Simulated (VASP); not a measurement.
**YTe3: convergence with the SCF threshold and k-mesh**

Aim: find how far the SCF threshold and k-mesh must be pushed for YTe3, and what that costs. The series runs use r2SCAN. The SCF threshold tried: EDIFF = 0.01; EDIFF = 0.001; EDIFF = 1E-04; EDIFF = 1E-05; EDIFF = 1E-06; EDIFF = 1E-08. The k-mesh tried: 2 2 2; 3 3 3; 4 4 4; 5 5 5; 6 6 6; 8 8 8; 10 10 10. The start is a computed cell from the Materials Project.

Method: r2SCAN; plane waves and PAW (Y_sv, Te), in VASP 6.6.1.

## 1. Starting point

Symmetry: Cmcm, No. 63, orthorhombic system. The conventional cell has a = 4.337 Å, b = 26.363 Å, c = 4.338 Å, α = 90.00°, β = 90.00°, γ = 90.00°. Nearest to Y lie 9 Te at 3.20 to 3.33 Å. Nearest to Te lie 4 Te at 3.07 Å and 2 Y at 3.33 Å. Te has 4 Te at 3.07 Å and 2 Y at 3.33 Å nearest. Te has 5 Y at 3.20 Å nearest. Farther neighbours and most contacts between anions are not listed.

As a file:

```
Y Te
1.0
     4.33723    0.00000    0.00000
     0.00000    0.00000    4.33837
     2.16862  -13.18148    0.00000
Y Te
2 6
Cartesian
  4.3372 -4.5244 1.0846
  2.1686 -8.6571 3.2538
  2.1686 -11.1878 1.0846
  4.3372 -1.9936 3.2538
  2.1686 -1.9936 1.0846
  4.3372 -11.1879 3.2538
  4.3372 -7.7291 1.0846
  2.1686 -5.4524 3.2538
```

## 2. SCF threshold: EDIFF = 0.01

EDIFF stops the electronic loop; forces need it tighter than energies do. r2SCAN adds the kinetic-energy density, costs more than a GGA and is run with LASPH.

INCAR

```
SYSTEM = YTe3
PREC = Accurate
ENCUT = 400
EDIFF = 0.01
NELM = 100
ISMEAR = -1
SIGMA = 0.05
LREAL = .FALSE.
ALGO = Normal
METAGGA = R2SCAN
LASPH = .TRUE.
NBANDS = 37
LORBIT = 11
LWAVE = .FALSE.
LCHARG = .FALSE.
KPAR = 8
ISIF = 2
```

POSCAR

```
YTe3
1.0
    4.3372342400      0.0000000000      0.0000000000
    0.0000000000      0.0000000000      4.3383663100
    2.1686171200    -13.1814784600      0.0000000000
Y Te
2 6
Direct
    0.8283804400      0.2500000000      0.3432391200
    0.1716195600      0.7500000000      0.6567608800
    0.0756230300      0.2500000000      0.8487539400
    0.9243769700      0.7500000000      0.1512460600
    0.4243801200      0.2500000000      0.1512397600
    0.5756198800      0.7500000000      0.8487602400
    0.7068196200      0.2500000000      0.5863607600
    0.2931803800      0.7500000000      0.4136392400
```

KPOINTS

```
Automatic mesh
0
Gamma
5 5 5
0 0 0
```

The projector-augmented-wave data sets are Y_sv and Te (PBE family, release 64).

On the command line:

```console
> mpirun -np 8 vasp_std
```

Output:

```text
[banner, memory and clock lines left out]
running    8 mpi-ranks, on    1 nodes
 distrk:  each k-point on    1 cores,    8 groups
 distr:  one band on    1 cores,    1 groups

 POSCAR found type information on POSCAR Y Te
 POSCAR found :  2 types and       8 ions
|                                                                             |
|           W    W    AA    RRRRR   N    N  II  N    N   GGGG   !!!           |
|           W    W   A  A   R    R  NN   N  II  NN   N  G    G  !!!           |
|           W    W  A    A  R    R  N N  N  II  N N  N  G       !!!           |
|           W WW W  AAAAAA  RRRRR   N  N N  II  N  N N  G  GGG   !            |
|           WW  WW  A    A  R   R   N   NN  II  N   NN  G    G                |
|           W    W  A    A  R    R  N    N  II  N    N   GGGG   !!!           |
|                                                                             |
|     For optimal performance we recommend to set                             |
|       NCORE = 2 up to number-of-cores-per-socket                            |
|     NCORE specifies how many cores store one orbital (NPAR=cpu/NCORE).      |
|     This setting can greatly improve the performance of VASP for DFT.       |
|     The default, NCORE=1 might be grossly inefficient on modern             |
|     multi-core architectures or massively parallel machines. Do your        |
|     Unfortunately you need to use the default for GW and RPA                |
|     calculations (for HF NCORE is supported but not extensively tested      |
|     yet).                                                                   |
|                                                                             |

|                                                                             |
|               ----> ADVICE to this user running VASP <----                  |
|                                                                             |
|     You enforced a specific xc type in the INCAR file but a different       |
|     [... a line on the potential file left out ...]
|     I HOPE YOU KNOW WHAT YOU ARE DOING!                                     |
|                                                                             |

 LDA part: xc-table for (None), standard interpolation
 POSCAR, INCAR and KPOINTS ok, starting setup
 FFT: planning ... GRIDC
 FFT: planning ... GRID_SOFT
 FFT: planning ... GRID
 WAVECAR not read
 entering main loop
       N       E                     dE             d eps       ncg     rms          rms(c)
DAV:   1     0.123400777835E+03    0.12340E+03   -0.21829E+04  2014   0.114E+03
DAV:   2    -0.184416325260E+03   -0.30782E+03   -0.29950E+03  2388   0.262E+02
DAV:   3    -0.211565417603E+03   -0.27149E+02   -0.26554E+02  2930   0.609E+01
DAV:   4    -0.214121864279E+03   -0.25564E+01   -0.25430E+01  3660   0.153E+01
DAV:   5    -0.214178312790E+03   -0.56449E-01   -0.56415E-01  2831   0.240E+00    0.335E+01
DAV:   6    -0.201800038980E+03    0.12378E+02   -0.65421E+00  3288   0.115E+01    0.202E+01
DAV:   7    -0.201762764824E+03    0.37274E-01   -0.67028E+00  2486   0.863E+00    0.101E+01
DAV:   8    -0.201727474643E+03    0.35290E-01   -0.42522E-01  2775   0.257E+00    0.442E+00
DAV:   9    -0.201609507400E+03    0.11797E+00   -0.70028E-01  2314   0.244E+00    0.134E+00
DAV:  10    -0.201612540538E+03   -0.30331E-02   -0.32400E-02  2263   0.754E-01
   1 F= -.20161254E+03 E0= -.20160457E+03  d E =-.159394E-01
```

Wall time 2.3 min (8 MPI ranks of Intel Xeon Platinum 8259CL at 2.50GHz (Skylake/Cascade Lake), shared host); peak memory 3 GiB; 14 min of CPU time.

Lines that name or quote the potential files are left out of all logs, and their timing lines are given in words.

From OUTCAR (step 2):

```text
ion  position               nearest neighbor table
   1  0.828  0.250  0.343-   8 3.20   8 3.20   8 3.20   8 3.20   7 3.20   5 3.33   5 3.33   4 3.33
                             4 3.33
   2  0.172  0.750  0.657-   7 3.20   7 3.20   7 3.20   7 3.20   8 3.20   6 3.33   6 3.33   3 3.33
                             3 3.33
   3  0.076  0.250  0.849-   6 3.07   6 3.07   6 3.07   6 3.07   2 3.33   2 3.33
   4  0.924  0.750  0.151-   5 3.07   5 3.07   5 3.07   5 3.07   1 3.33   1 3.33
   5  0.424  0.250  0.151-   4 3.07   4 3.07   4 3.07   4 3.07   1 3.33   1 3.33
   6  0.576  0.750  0.849-   3 3.07   3 3.07   3 3.07   3 3.07   2 3.33   2 3.33
   7  0.707  0.250  0.586-   2 3.20   2 3.20   2 3.20   2 3.20   1 3.20
   8  0.293  0.750  0.414-   1 3.20   1 3.20   1 3.20   1 3.20   2 3.20

  LATTYP: Found a base centered orthorhombic cell.
 ALAT       =     4.3372342400
 B/A-ratio  =     6.0782875587
 C/A-ratio  =     1.0002610120

 Subroutine GETGRP returns: Found  8 space group operations
 (whereof  4 operations were pure point group operations)

The static configuration has the point symmetry C_2h.
 The point group associated with its full space group is D_2h.

 Found     27 irreducible k-points:

   k-points           NKPTS =     27   k-points in BZ     NKDIM =     27   number of bands    NBANDS=     37

   dimension x,y,z NGX =    28 NGY =   28 NGZ =   90
   dimension x,y,z NGXF=    56 NGYF=   56 NGZF=  180

   ENCUT  =  400.0 eV  29.40 Ry    5.42 a.u.   7.07  7.07 21.78*2*pi/ulx,y,z

   NELECT =      58.0000    total number of electrons

 k-points in reciprocal lattice and weights: Automatic mesh
   0.00000000  0.00000000  0.00000000       0.008
   0.20000000  0.00000000  0.00000000       0.032
   0.40000000  0.00000000  0.00000000       0.032
   0.00000000  0.20000000  0.00000000       0.016
   0.20000000  0.20000000  0.00000000       0.064
   0.40000000  0.20000000  0.00000000       0.064
   0.00000000  0.40000000  0.00000000       0.016
   0.20000000  0.40000000  0.00000000       0.064
   0.40000000  0.40000000  0.00000000       0.064
[...]
0.00000000  0.40000000  0.40000000       0.032
  -0.20000000  0.40000000  0.40000000       0.032

 average (electrostatic) potential at core
       1 -39.7318       2 -39.7318       3 -94.0082       4 -94.0082       5 -94.0052
       6 -94.0052       7 -92.6201       8 -92.6201

 E-fermi :   5.8491

 k-point     1 :       0.0000    0.0000    0.0000
  band No.  band energies     occupation
    ...
     24       4.8321      2.00000
     25       4.9049      2.00000
     26       5.0726      2.00000
     27       5.3474      1.99991
     28       5.3486      1.99991
     29       7.4267      0.00000
     30       7.6403      0.00000
     31       7.8819      0.00000
     32       7.9245      0.00000
     33       7.9530      0.00000
    ...

 k-point     2 :       0.2000    0.0000    0.0000
  band No.  band energies     occupation
    ...
     24       3.9631      2.00000
     25       4.6319      2.00000
     26       4.7538      2.00000
     27       4.9506      2.00000
     28       5.3891      1.99980
     29       6.6233      0.00000
     30       6.7411      0.00000
     31       6.9393      0.00000
     32       7.0753      0.00000
     33       7.7385      0.00000
    ...

 k-point     3 :       0.4000    0.0000    0.0000
  band No.  band energies     occupation
    ...
     28       4.6003      2.00000
     29       4.7292      2.00000
     30       4.7597      2.00000
     31       5.1878      2.00000
     32       5.6121      1.98267
     33       8.2424      0.00000
     34       8.4038      0.00000
     35       8.4137      0.00000
     36       8.6119      0.00000
     37       8.8412      0.00000

  Total       -1.1648725      0.6531877     -1.1683126      0.0000000      0.0000000      0.0000000
  in kB       -7.5246408      4.2193481     -7.5468625      0.0000000      0.0000000      0.0000000
  external PRESSURE =      -3.6173850 kB  Pullay stress =       0.0000000 kB

  energy-cutoff  :      400.00
  volume of cell :      248.03
      direct lattice vectors                 reciprocal lattice vectors
     4.337234240  0.000000000  0.000000000     0.230561677  0.037932012  0.000000000
     0.000000000  0.000000000  4.338366310     0.000000000  0.000000000  0.230501513
     2.168617120-13.181478460  0.000000000     0.000000000 -0.075864024  0.000000000

 POSITION                                       TOTAL-FORCE (eV/Angst)
 -----------------------------------------------------------------------------------
      4.33723     -4.52440      1.08459         0.000000     -0.196783      0.000000
      2.16862     -8.65708      3.25377         0.000000      0.196783     -0.000000
      2.16862    -11.18783      1.08459         0.000000     -0.082631      0.000000
      4.33723     -1.99365      3.25377        -0.000000      0.082631     -0.000000
      2.16862     -1.99356      1.08459        -0.000000      0.084554      0.000000
      4.33723    -11.18791      3.25377         0.000000     -0.084554     -0.000000
      4.33723     -7.72910      1.08459         0.000000      0.039949      0.000000
      2.16862     -5.45238      3.25377        -0.000000     -0.039949      0.000000
 -----------------------------------------------------------------------------------
    total drift:                               -0.000000      0.000000      0.000000

  FREE ENERGIE OF THE ION-ELECTRON SYSTEM (eV)
  ---------------------------------------------------
  free  energy   TOTEN  =      -201.6125405384 eV

  energy  without entropy=     -201.5966011304  energy(sigma->0) =     -201.60457083

 total charge
# of ion       s       p       d       f       tot
--------------------------------------------------
    1        2.138   6.241   0.833   0.035   9.247
    2        2.138   6.241   0.833   0.035   9.247
    3        1.424   1.895   0.046   0.000   3.364
    4        1.424   1.895   0.046   0.000   3.364
    5        1.424   1.895   0.046   0.000   3.364
    6        1.424   1.895   0.046   0.000   3.364
    7        1.351   2.153   0.019   0.000   3.524
    8        1.351   2.153   0.019   0.000   3.524
--------------------------------------------------
tot         12.674  24.369   1.886   0.070  39.000

[... 3 further parts left out ...]
```

The k-mesh is coarse for a metal. The PAW data sets were made with PBE, which is usual practice but a small mismatch for other functionals.

Numbers from this step:

| Property | Result |
| --- | --- |
| SCF cycles | 10 |
| electrons | 58 |
| bands | 37 |
| irreducible k-points | 27 |
| symmetry operations | 8 |
| free energy (TOTEN) | -201.6125 eV |
| energy at zero smearing | -201.6046 eV |
| Fermi energy | 5.849 eV |
| pressure | -0.3617 GPa |
| metallic | yes |

The series starts at -25.2006 eV an atom and -0.36 GPa, after 10 cycles in 2.3 min.

## 3. SCF threshold: EDIFF = 0.001

Edit INCAR of step 2 so:

```diff
@@ -3,3 +3,3 @@
 ENCUT = 400
-EDIFF = 0.01
+EDIFF = 0.001
 NELM = 100
```

POSCAR is that of step 2.

KPOINTS is that of step 2.

On the command line:

```console
> mpirun -np 8 vasp_std
```

Output:

```text
[banner, memory and clock lines left out]
running    8 mpi-ranks, on    1 nodes
[...]
[... a notice as in an earlier step ...]

 [... a notice as in an earlier step ...]

 LDA part: xc-table for (None), standard interpolation
 POSCAR, INCAR and KPOINTS ok, starting setup
[...]
entering main loop
       N       E                     dE             d eps       ncg     rms          rms(c)
[... 9 cycles as in an earlier step ...]
DAV:  10    -0.201612579724E+03   -0.30723E-02   -0.32792E-02  2495   0.754E-01    0.375E-01
DAV:  11    -0.201612642709E+03   -0.62985E-04   -0.87254E-04  1882   0.120E-01
   1 F= -.20161264E+03 E0= -.20160469E+03  d E =-.159043E-01
```

Run time: 98 s. Hardware: 8 MPI ranks; peak memory 3 GiB.

Parts of OUTCAR (step 3):

```text
  Total       -1.0792549      0.6196948     -1.0816613      0.0000000      0.0000000      0.0000000
  in kB       -6.9715828      4.0029968     -6.9871274      0.0000000      0.0000000      0.0000000
  external PRESSURE =      -3.3185711 kB  Pullay stress =       0.0000000 kB

 POSITION                                       TOTAL-FORCE (eV/Angst)
 -----------------------------------------------------------------------------------
      4.33723     -4.52440      1.08459         0.000000     -0.179693      0.000000
      2.16862     -8.65708      3.25377         0.000000      0.179693      0.000000
      2.16862    -11.18783      1.08459        -0.000000     -0.080510      0.000000
      4.33723     -1.99365      3.25377         0.000000      0.080510     -0.000000
      2.16862     -1.99356      1.08459         0.000000      0.081785     -0.000000
      4.33723    -11.18791      3.25377        -0.000000     -0.081785      0.000000
      4.33723     -7.72910      1.08459         0.000000      0.030786      0.000000
      2.16862     -5.45238      3.25377        -0.000000     -0.030786      0.000000
 -----------------------------------------------------------------------------------
    total drift:                               -0.000000      0.000000      0.000000

  FREE ENERGIE OF THE ION-ELECTRON SYSTEM (eV)
  ---------------------------------------------------
  free  energy   TOTEN  =      -201.6126427090 eV

  energy  without entropy=     -201.5967383620  energy(sigma->0) =     -201.60469054

[... 2 parts as in an earlier step ...]

[... 1 further part left out ...]
[key lines of the parts left out:]
E-fermi :   5.8502
```

Against the run before the energy moves by -0.01 meV an atom and the pressure by +0.03 GPa, after 11 cycles in 98 s.

## 4. SCF threshold: EDIFF = 1E-04

Edit INCAR of step 3 so:

```diff
@@ -3,3 +3,3 @@
 ENCUT = 400
-EDIFF = 0.001
+EDIFF = 1E-04
 NELM = 100
```

POSCAR is that of step 3.

KPOINTS is that of step 3.

On the command line:

```console
> mpirun -np 8 vasp_std
```

Output:

```text
[... set-up lines as in an earlier step ...]
 entering main loop
       N       E                     dE             d eps       ncg     rms          rms(c)
[... 10 cycles as in an earlier step ...]
DAV:  11    -0.201612670706E+03   -0.90983E-04   -0.11526E-03  3018   0.120E-01    0.242E-01
DAV:  12    -0.201612834491E+03   -0.16378E-03   -0.71319E-04  2508   0.131E-01    0.154E-01
DAV:  13    -0.201612804851E+03    0.29640E-04   -0.10483E-04  1636   0.427E-02
   1 F= -.20161280E+03 E0= -.20160487E+03  d E =-.158669E-01
```

Elapsed: 1.7 min, on 8 MPI ranks; peak memory 3 GiB.

From OUTCAR (step 4):

```text
  Total       -0.8958450      0.6832531     -0.8980193      0.0000000     -0.0000000      0.0000000
  in kB       -5.7868235      4.4135594     -5.8008689      0.0000000     -0.0000000      0.0000000
  external PRESSURE =      -2.3913777 kB  Pullay stress =       0.0000000 kB

 POSITION                                       TOTAL-FORCE (eV/Angst)
 -----------------------------------------------------------------------------------
      4.33723     -4.52440      1.08459         0.000000     -0.171466     -0.000000
      2.16862     -8.65708      3.25377         0.000000      0.171466      0.000000
      2.16862    -11.18783      1.08459         0.000000     -0.071941     -0.000000
      4.33723     -1.99365      3.25377         0.000000      0.071941      0.000000
      2.16862     -1.99356      1.08459        -0.000000      0.072259     -0.000000
      4.33723    -11.18791      3.25377         0.000000     -0.072259      0.000000
      4.33723     -7.72910      1.08459        -0.000000      0.014795     -0.000000
      2.16862     -5.45238      3.25377         0.000000     -0.014795     -0.000000
 -----------------------------------------------------------------------------------
    total drift:                               -0.000000      0.000000      0.000000

  FREE ENERGIE OF THE ION-ELECTRON SYSTEM (eV)
  ---------------------------------------------------
  free  energy   TOTEN  =      -201.6128048513 eV

  energy  without entropy=     -201.5969379859  energy(sigma->0) =     -201.60487142

[... 2 parts as in an earlier step ...]

[... 1 further part left out ...]
[key lines of the parts left out:]
E-fermi :   5.8518
```

Against the run before the energy moves by -0.02 meV an atom and the pressure by +0.09 GPa, after 13 cycles in 1.7 min.

## 5. SCF threshold: EDIFF = 1E-05

Edit INCAR of step 4 so:

```diff
@@ -3,3 +3,3 @@
 ENCUT = 400
-EDIFF = 1E-04
+EDIFF = 1E-05
 NELM = 100
```

POSCAR is that of step 4.

KPOINTS is that of step 4.

On the command line:

```console
> mpirun -np 8 vasp_std
```

Output:

```text
[... set-up lines as in an earlier step ...]
 entering main loop
       N       E                     dE             d eps       ncg     rms          rms(c)
[... 10 cycles as in an earlier step ...]
DAV:  11    -0.201612671551E+03   -0.91828E-04   -0.11611E-03  3226   0.120E-01    0.243E-01
DAV:  12    -0.201612833158E+03   -0.16161E-03   -0.68918E-04  2588   0.128E-01    0.150E-01
DAV:  13    -0.201612806534E+03    0.26623E-04   -0.12881E-04  2740   0.425E-02    0.353E-02
DAV:  14    -0.201612805518E+03    0.10167E-05   -0.14951E-05  1772   0.165E-02
   1 F= -.20161281E+03 E0= -.20160487E+03  d E =-.158711E-01
```

It took 1.8 min on 8 MPI ranks; peak memory 3.1 GiB; 14 min of CPU time.

OUTCAR, selected parts (step 5):

```text
  Total       -0.9220511      0.6715906     -0.9239563      0.0000000     -0.0000000      0.0000000
  in kB       -5.9561050      4.3382242     -5.9684118      0.0000000     -0.0000000      0.0000000
  external PRESSURE =      -2.5287642 kB  Pullay stress =       0.0000000 kB

 POSITION                                       TOTAL-FORCE (eV/Angst)
 -----------------------------------------------------------------------------------
      4.33723     -4.52440      1.08459         0.000000     -0.170819      0.000000
      2.16862     -8.65708      3.25377         0.000000      0.170819     -0.000000
      2.16862    -11.18783      1.08459         0.000000     -0.072708      0.000000
      4.33723     -1.99365      3.25377        -0.000000      0.072708      0.000000
      2.16862     -1.99356      1.08459         0.000000      0.072928      0.000000
      4.33723    -11.18791      3.25377        -0.000000     -0.072928      0.000000
      4.33723     -7.72910      1.08459         0.000000      0.014412      0.000000
      2.16862     -5.45238      3.25377         0.000000     -0.014412      0.000000
 -----------------------------------------------------------------------------------
    total drift:                               -0.000000      0.000000      0.000000

  FREE ENERGIE OF THE ION-ELECTRON SYSTEM (eV)
  ---------------------------------------------------
  free  energy   TOTEN  =      -201.6128055177 eV

  energy  without entropy=     -201.5969343876  energy(sigma->0) =     -201.60486995

[... 2 parts as in an earlier step ...]

[... 1 further part left out ...]
[key lines of the parts left out:]
E-fermi :   5.8514
```

Against the run before the energy stays within 0.01 meV an atom; the pressure moves by -0.01 GPa, after 14 cycles in 1.8 min.

[end of part 1 of 3]

[Lines on the potential files, build, host, timing and source positions are cut from VASP's logs without a mark.]

[Logs are printed without paths, hosts, clocks, repeated set-up lines and the standing remarks that a program may print on its own settings, such as how far it seeks lower states.]

[Hosts, paths, dates, database ids (printed as entryN), source tags and the programs' standing remarks are cut or masked in the printed files.]

[A measured line is paired with the nearest computed mode of its activity, which favours agreement.]

[In band tables of VASP the shares of atoms and orbitals are scaled to a sum of 1 inside the atoms' spheres.]
